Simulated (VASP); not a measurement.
Input of a VASP 6.6.1 run:

File INCAR:

```
SYSTEM = BaMgSbF
PREC = Accurate
ENCUT = 600
EDIFF = 1E-7
ISMEAR = 0
SIGMA = 0.03
LREAL = .False.
LASPH = .True.
NELM = 80
ALGO = Normal
ISIF = 3
LWAVE = .False.
LCHARG = .False.
GGA = AM
IBRION = 2
NSW = 90
EDIFFG = -0.005
KPAR = 2
```

The input KPOINTS:

```
Automatic mesh
0
Gamma
  6 6 4
  0 0 0
```

File POSCAR:

```
BaMgSbF                                 
1.0
    4.5806064177      0.0000000000      0.0000000000
    0.0000000000      4.5806064177      0.0000000000
    0.0000000000      0.0000000000      9.8656938708
  Ba              Sb              Mg              F             
     2     2     2     2
Direct
     0.5000000000000000    0.0000000000000000    0.1416457981747687
     0.0000000000000000    0.5000000000000000    0.8583542018252313
     0.5000000000000000    0.0000000000000000    0.6770568490666682
     0.0000000000000000    0.5000000000000000    0.3229431509333318
     0.5000000000000000    0.5000000000000000    0.5000000000000000
     0.0000000000000000    0.0000000000000000    0.5000000000000000
     0.5000000000000000    0.5000000000000000    0.0000000000000000
     0.0000000000000000    0.0000000000000000    0.0000000000000000
```

Potentials or basis: VASP PAW PBE potentials, release 64 (Ba_sv, Sb, Mg, F).

Launch:

```sh
$ cat potpaw_PBE.64/Ba_sv/POTCAR potpaw_PBE.64/Sb/POTCAR potpaw_PBE.64/Mg/POTCAR potpaw_PBE.64/F/POTCAR > POTCAR
$ mpirun -np 2 vasp_std > vasp.out
```

(1) Predict the band gap on the k mesh.

Answers

(1) 1.14 eV, direct.

Caveat: the relaxation stopped at its first step, so nothing moved; spin-orbit coupling is left out, which moves the levels of the heavy elements.
